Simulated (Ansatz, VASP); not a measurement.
# Ge2Sb2Te5 in two plane-wave programs

One calculation is typed for both programs; each brings its own data sets. How far apart do they land? The cell is taken from a series of runs on this material, whose earlier steps may have relaxed, scaled, displaced or heated it; both programs get it as it stands.

Program: Ansatz 0.2.0. Level of theory: plane waves, with VASP 6.6.1 beside it; single point at HSE06. Results are calculated unless marked as measured.

### 1. Starting point

It takes space group P-3m1 (No. 164, trigonal). Conventional cell: a = 4.316 Å, b = 4.316 Å, c = 17.187 Å, α = 90.00°, β = 90.00°, γ = 120.00°. Nearest to Ge lie 6 Te at 2.99 to 3.03 Å. Sb has 6 Te at 3.01 to 3.21 Å nearest. Te has 6 Ge at 3.03 Å nearest. Nearest to Te lie 3 Ge at 2.99 Å and 3 Sb at 3.21 Å. Nearest to Te lie 3 Sb at 3.01 Å. Farther neighbours and most contacts between anions are not listed.

Structure file:

```xyz
9
Lattice="4.3155 0.0000 0.0000 -2.1578 3.7374 0.0000 0.0000 0.0000 17.1869" Properties=species:S:1:pos:R:3 pbc="T T T"
Ge    0.0000    2.4916   15.4708
Ge    2.1578    1.2458    1.7160
Sb    0.0000    0.0000   11.7903
Sb    0.0000    0.0000    5.3965
Te    0.0000    0.0000    0.0000
Te    2.1578    1.2458   13.8091
Te    0.0000    2.4916    3.3777
Te    0.0000    2.4916   10.0940
Te    2.1578    1.2458    7.0929
```

### 2. VASP: single point, HSE06

With cell and atoms fixed, the geometry can't cause a difference; cores, projectors, grids and the points listed under the comparison can.

Lines of VASP's logs that name or quote its potential files are left out, and so is its time.

The run reads the wave functions of an earlier VASP run, which isn't shown here.

INCAR reads:

```
SYSTEM = Ge2Sb2Te5
PREC = Accurate
ENCUT = 410
EDIFF = 1E-06
NELM = 100
ISMEAR = 0
SIGMA = 0.01
LREAL = .FALSE.
ALGO = Normal
LHFCALC = .TRUE.
AEXX = 0.25
GGA = PE
HFSCREEN = 0.208
LASPH = .TRUE.
NBANDS = 43
PRECFOCK = Fast
LORBIT = 11
LWAVE = .FALSE.
LCHARG = .FALSE.
KPAR = 8
NCORE = 2
ISIF = 2
```

POSCAR reads:

```
Ge2Sb2Te5
1.0
    4.3155347469      0.0000000000      0.0000000000
   -2.1577673735      3.7373627218      0.0000000000
    0.0000000000      0.0000000000     17.1868527300
Ge Sb Te
2 2 5
Direct
    0.3333333333      0.6666666667      0.9001538713
    0.6666666667      0.3333333333      0.0998461287
    0.0000000000      0.0000000000      0.6860084116
    0.0000000000      0.0000000000      0.3139915884
    0.0000000000      0.0000000000      0.0000000000
    0.6666666667      0.3333333333      0.8034695219
    0.3333333333      0.6666666667      0.1965304781
    0.3333333333      0.6666666667      0.5873085844
    0.6666666667      0.3333333333      0.4126914156
```

KPOINTS reads:

```
Automatic mesh
0
Gamma
6 6 2
0 0 0
```

Potentials, in the order of the species: Ge_d, Sb and Te (PBE family, release 64).

Command:

```
mpirun -np 16 vasp_std
```

Numbers of over 12 decimals in the logs are rounded to 6 here.

Log:

```text
[banner, memory and clock lines left out]
running   16 mpi-ranks, on    1 nodes
 distrk:  each k-point on    2 cores,    8 groups
 distr:  one band on    2 cores,    1 groups

 POSCAR found type information on POSCAR GeSbTe
 POSCAR found :  3 types and       9 ions
 LDA part: xc-table for (Slater+PW92), standard interpolation
 found WAVECAR, reading the header
 POSCAR, INCAR and KPOINTS ok, starting setup
 FFT: planning ... GRIDC
 FFT: planning ... GRID_SOFT
 FFT: planning ... GRID
 reading WAVECAR
 the WAVECAR file was read successfully
 initial charge from wavefunction
 entering main loop
       N       E                     dE             d eps       ncg     rms          rms(c)
DAV:   1    -0.412630103053E+02   -0.41263E+02   -0.79552E+00  1210   0.166E+01    0.271E+01
DAV:   2    -0.412840850933E+02   -0.21075E-01   -0.22412E-01  1323   0.293E+00    0.176E+01
DAV:   3    -0.412708235394E+02    0.13262E-01   -0.26789E-02  1308   0.116E+00    0.114E+01
DAV:   4    -0.412692634527E+02    0.15601E-02   -0.99467E-03  1377   0.515E-01    0.700E+00
DAV:   5    -0.412688314113E+02    0.43204E-03   -0.15561E-03  1355   0.231E-01    0.421E+00
DAV:   6    -0.412686587866E+02    0.17262E-03   -0.39955E-04  1349   0.113E-01    0.253E+00
DAV:   7    -0.412686191743E+02    0.39612E-04   -0.10537E-04  1378   0.518E-02    0.152E+00
DAV:   8    -0.412686184716E+02    0.70271E-06   -0.33139E-05  1238   0.237E-02    0.918E-01
DAV:   9    -0.412686236046E+02   -0.51330E-05   -0.84623E-06  1248   0.127E-02    0.551E-01
DAV:  10    -0.412686281838E+02   -0.45792E-05   -0.22397E-06   998   0.715E-03    0.329E-01
DAV:  11    -0.412686317620E+02   -0.35782E-05   -0.97902E-07   671   0.476E-03    0.197E-01
DAV:  12    -0.412686341550E+02   -0.23930E-05   -0.31587E-07   659   0.366E-03    0.118E-01
DAV:  13    -0.412686355895E+02   -0.14345E-05   -0.14472E-07   644   0.251E-03    0.707E-02
DAV:  14    -0.412686364945E+02   -0.90499E-06   -0.72330E-08   644   0.193E-03
   1 F= -.41268636E+02 E0= -.41268636E+02  d E =-.137685E-14
```

OUTCAR, selected parts (step 2):

```text
ion  position               nearest neighbor table
   1  0.333  0.667  0.900-   6 2.99   6 2.99   6 2.99   5 3.03   5 3.03   5 3.03
   2  0.667  0.333  0.100-   7 2.99   7 2.99   7 2.99   5 3.03   5 3.03   5 3.03
   3  0.000  0.000  0.686-   8 3.01   8 3.01   8 3.01   6 3.21   6 3.21   6 3.21
   4  0.000  0.000  0.314-   9 3.01   9 3.01   9 3.01   7 3.21   7 3.21   7 3.21
   5  0.000  0.000  0.000-   1 3.03   2 3.03   2 3.03   1 3.03   2 3.03   1 3.03
   6  0.667  0.333  0.803-   1 2.99   1 2.99   1 2.99   3 3.21   3 3.21   3 3.21
   7  0.333  0.667  0.197-   2 2.99   2 2.99   2 2.99   4 3.21   4 3.21   4 3.21
   8  0.333  0.667  0.587-   3 3.01   3 3.01   3 3.01
   9  0.667  0.333  0.413-   4 3.01   4 3.01   4 3.01

  LATTYP: Found a hexagonal cell.
 ALAT       =     4.3155347469
 C/A-ratio  =     3.9825545936

 Subroutine GETGRP returns: Found 12 space group operations
 (whereof 12 operations were pure point group operations)

The static configuration has the point symmetry D_3d.

 Found     14 irreducible k-points:

   k-points           NKPTS =     14   k-points in BZ     NKDIM =     72   number of bands    NBANDS=     43

   dimension x,y,z NGX =    28 NGY =   28 NGZ =  120
   dimension x,y,z NGXF=    56 NGYF=   56 NGZF=  240

   ENCUT  =  410.0 eV  30.13 Ry    5.49 a.u.   7.12  7.12 28.38*2*pi/ulx,y,z

   NELECT =      68.0000    total number of electrons

 k-points in reciprocal lattice and weights: Automatic mesh
   0.00000000  0.00000000  0.00000000       0.014
   0.16666667  0.00000000  0.00000000       0.083
   0.33333333 -0.00000000  0.00000000       0.083
   0.50000000 -0.00000000  0.00000000       0.042
   0.16666667  0.16666667  0.00000000       0.083
   0.33333333  0.16666667  0.00000000       0.167
   0.33333333  0.33333333  0.00000000       0.028
   0.00000000  0.00000000  0.50000000       0.014
   0.16666667  0.00000000  0.50000000       0.083
[...]
0.33333333  0.16666667  0.50000000       0.167
   0.33333333  0.33333333  0.50000000       0.028

  exchange ACFDT corr.  =         0.00000000  see jH, gK, PRB 81, 115126

 average (electrostatic) potential at core
       1 -66.7953       2 -66.7953       3 -83.9587       4 -83.9587       5 -84.6165
       6 -84.6994       7 -84.6994       8 -84.9711       9 -84.9711

 E-fermi :   5.7182

 k-point     1 :       0.0000    0.0000    0.0000
  band No.  band energies     occupation
    ...
     30       4.2621      2.00000
     31       4.2621      2.00000
     32       4.6500      2.00000
     33       4.9573      2.00000
     34       5.6684      2.00000
     35       6.3319      0.00000
     36       6.3319      0.00000
     37       6.3412      0.00000
     38       6.9602      0.00000
     39       6.9602      0.00000
    ...

 k-point     2 :       0.1667    0.0000    0.0000
  band No.  band energies     occupation
    ...
     30       4.1390      2.00000
     31       4.4812      2.00000
     32       4.5084      2.00000
     33       5.0513      2.00000
     34       5.5053      2.00000
     35       6.6255      0.00000
     36       6.7096      0.00000
     37       7.2818      0.00000
     38       7.3214      0.00000
     39       7.4133      0.00000
    ...

 k-point     3 :       0.3333   -0.0000    0.0000
  band No.  band energies     occupation
    ...
     30       3.6079      2.00000
     31       3.7968      2.00000
     32       4.2688      2.00000
     33       4.5426      2.00000
     34       5.0816      2.00000
     35       6.9755      0.00000
     36       6.9886      0.00000
     37       7.4516      0.00000
     38       7.7060      0.00000
     39       7.8245      0.00000
    ...

  Total       -3.7899607     -3.7899607     -2.3707595      0.0000000      0.0000000      0.0000000
  in kB      -21.9052927    -21.9052927    -13.7025644      0.0000000      0.0000000      0.0000000
  external PRESSURE =     -19.1710499 kB  Pullay stress =       0.0000000 kB

  energy-cutoff  :      410.00
  volume of cell :      277.20
      direct lattice vectors                 reciprocal lattice vectors
     4.315534747  0.000000000  0.000000000     0.231720994  0.133784178  0.000000000
    -2.157767374  3.737362722  0.000000000     0.000000000  0.267568356  0.000000000
     0.000000000  0.000000000 17.186852730     0.000000000  0.000000000  0.058184009

 POSITION                                       TOTAL-FORCE (eV/Angst)
 -----------------------------------------------------------------------------------
     -0.00000      2.49158     15.47081         0.000000      0.000000     -0.016014
      2.15777      1.24579      1.71604        -0.000000     -0.000000      0.016014
      0.00000      0.00000     11.79033        -0.000000      0.000000     -0.164582
      0.00000      0.00000      5.39653         0.000000     -0.000000      0.164582
      0.00000      0.00000      0.00000        -0.000000     -0.000000      0.000000
      2.15777      1.24579     13.80911        -0.000000     -0.000000     -0.068449
     -0.00000      2.49158      3.37774        -0.000000      0.000000      0.068449
     -0.00000      2.49158     10.09399        -0.000000      0.000000      0.378478
      2.15777      1.24579      7.09287        -0.000000     -0.000000     -0.378478
 -----------------------------------------------------------------------------------
    total drift:                               -0.000000      0.000000     -0.000000

  FREE ENERGIE OF THE ION-ELECTRON SYSTEM (eV)
  ---------------------------------------------------
  free  energy   TOTEN  =       -41.2686364945 eV

  energy  without entropy=      -41.2686364945  energy(sigma->0) =      -41.26863649

 total charge
# of ion       s       p       d       tot
------------------------------------------
    1        1.351   0.703  10.013  12.067
    2        1.351   0.703  10.013  12.067
    3        1.332   1.039   0.052   2.424
    4        1.332   1.039   0.052   2.424
    5        1.340   2.085   0.030   3.455
    6        1.345   2.079   0.030   3.454
    7        1.345   2.079   0.030   3.454
    8        1.365   2.020   0.026   3.411
    9        1.365   2.020   0.026   3.411
--------------------------------------------------
tot         12.126  13.769  20.271  46.166

[... 3 further parts left out ...]
```

The run ends at a pressure of -1.92 GPa, with forces up to 0.38 eV/Å.

(Continued in part 2 of 2.)

[Lines on the potential files, build, host, timing and source positions are cut from VASP's logs without a mark.]

[Logs are printed without paths, hosts, clocks, repeated set-up lines and the standing remarks that a program may print on its own settings, such as how far it seeks lower states.]

[Hosts, paths, dates, database ids (printed as entryN), source tags and the programs' standing remarks are cut or masked in the printed files.]
